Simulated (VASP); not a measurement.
All values below come from PBE GGA, VASP's PBE PAW potentials (set 64) (plane waves; VASP).

A VASP calculation is set up with these files.

POSCAR:
```
LiCl
1
    0.0000000000     2.2525049705     2.2525049705
    2.2525049705    -0.0000000000     2.2525049705
    2.2525049705     2.2525049705    -0.0000000000
Li Cl
1 1
Direct
  0.0000000000   0.0000000000   0.0000000000
  0.5000000000   0.5000000000   0.5000000000
```

### KPOINTS
```
Regular mesh
0
G
10 10 10
```

### INCAR
```
# general
SYSTEM  = LiCl
PREC    = Accurate
ENCUT   = 620
LREAL   = .FALSE.
LASPH   = .TRUE.

# electronic loop
EDIFF   = 1E-6
NELM    = 100
ALGO    = Normal

# smearing
ISMEAR  = 0
SIGMA   = 0.05

# functional
GGA     = PE

# ions
IBRION  = 2
NSW     = 40
ISIF    = 3
EDIFFG  = -0.02
PSTRESS = 300

# output
LWAVE   = .FALSE.
LCHARG  = .FALSE.
```

POTCAR, in this order: Li_sv Cl (PBE.64 set). Program: vasp_std.

Output

OUTCAR:
```
 ion  position               nearest neighbor table
   1  0.000  0.000  0.000-   2 2.25   2 2.25   2 2.25   2 2.25   2 2.25   2 2.25
   2  0.500  0.500  0.500-   1 2.25   1 2.25   1 2.25   1 2.25   1 2.25   1 2.25
  LATTYP: Found a face centered cubic cell.
 ALAT       =     4.5050099410
 Subroutine PRICEL returns:
 Original cell was already a primitive cell.
 Subroutine GETGRP returns: Found 48 space group operations
The static configuration has the point symmetry O_h .
The dynamic configuration has the point symmetry O_h .
 Subroutine INISYM returns: Found 48 space group operations
 Subroutine IBZKPT returns following result:
 Found     47 irreducible k-points:

 Following reciprocal coordinates:
            Coordinates               Weight
  0.000000  0.000000  0.000000      1.000000
  0.100000  0.000000  0.000000      8.000000
  0.200000  0.000000  0.000000      8.000000
  0.300000  0.000000  0.000000      8.000000
  0.400000  0.000000  0.000000      8.000000
  0.500000  0.000000  0.000000      4.000000
  0.100000  0.100000  0.000000      6.000000
  0.200000  0.100000  0.000000     24.000000
  0.300000  0.100000  0.000000     24.000000
  0.400000  0.100000  0.000000     24.000000
  0.500000  0.100000  0.000000     24.000000
 -0.400000  0.100000  0.000000     24.000000
 -0.300000  0.100000  0.000000     24.000000
 -0.200000  0.100000  0.000000     24.000000
 -0.100000  0.100000  0.000000     12.000000
  0.200000  0.200000  0.000000      6.000000
  0.300000  0.200000  0.000000     24.000000
  0.400000  0.200000  0.000000     24.000000
  0.500000  0.200000  0.000000     24.000000
 -0.400000  0.200000  0.000000     24.000000
 -0.300000  0.200000  0.000000     24.000000
 -0.200000  0.200000  0.000000     12.000000
  0.300000  0.300000  0.000000      6.000000
  0.400000  0.300000  0.000000     24.000000
...
```

OSZICAR:
```
       N       E                     dE             d eps       ncg     rms          rms(c)
DAV:   1     0.478644804379E+02    0.47864E+02   -0.50687E+03   846   0.120E+03
DAV:   2    -0.497059386989E+01   -0.52835E+02   -0.50438E+02  1154   0.183E+02
DAV:   3    -0.666358566661E+01   -0.16930E+01   -0.16905E+01  1057   0.381E+01
DAV:   4    -0.670130931366E+01   -0.37724E-01   -0.37696E-01  1354   0.518E+00
DAV:   5    -0.670164951569E+01   -0.34020E-03   -0.34020E-03  1076   0.444E-01    0.366E+00
DAV:   6    -0.664087287213E+01    0.60777E-01   -0.12175E-01   997   0.220E+00    0.254E+00
DAV:   7    -0.663864216727E+01    0.22307E-02   -0.63520E-02  1222   0.175E+00    0.115E+00
DAV:   8    -0.664071070925E+01   -0.20685E-02   -0.70039E-03  1041   0.740E-01    0.156E-01
DAV:   9    -0.664068655606E+01    0.24153E-04   -0.12512E-04  1203   0.967E-02    0.396E-02
DAV:  10    -0.664070593912E+01   -0.19383E-04   -0.44253E-05   951   0.740E-02    0.147E-02
DAV:  11    -0.664070793575E+01   -0.19966E-05   -0.24531E-06  1188   0.169E-02    0.713E-03
DAV:  12    -0.664070871211E+01   -0.77636E-06   -0.33987E-07   555   0.589E-03
   1 F= -.23607661E+01 E0= -.23607661E+01  d E =-.236077E+01
```

OUTCAR:
```
------------------------ aborting loop because EDIFF is reached ----------------------------------------
  FORCE on cell =-STRESS in cart. coord.  units (eV):
  Direction    XX          YY          ZZ          XY          YZ          ZX
  --------------------------------------------------------------------------------------
  Total        4.2835810      4.2835810      4.2835810      0.0000000      0.0000000     -0.0000000
  in kB      300.2550365    300.2550365    300.2550365      0.0000000      0.0000000     -0.0000000
  external PRESSURE =       0.2550365 kB  Pullay stress =     300.0000000 kB
  volume of cell :       22.86
      direct lattice vectors                 reciprocal lattice vectors
     0.000000000  2.252504970  2.252504970    -0.221975093  0.221975093  0.221975093
     2.252504970  0.000000000  2.252504970     0.221975093 -0.221975093  0.221975093
     2.252504970  2.252504970  0.000000000     0.221975093  0.221975093 -0.221975093
  FREE ENERGIE OF THE ION-ELECTRON SYSTEM (eV)
  ---------------------------------------------------
  free  energy   TOTEN  =        -6.6407087121 eV

  energy  without entropy=       -6.6407087121  energy(sigma->0) =       -6.64070871
  enthalpy is  TOTEN    =        -2.3607661377 eV   P V=        4.2799425744

 reached required accuracy - stopping structural energy minimisation
```
(Selected blocks of OUTCAR.)

The compound is LiCl in the rock salt structure. It was relaxed first under an external pressure of 30 GPa.
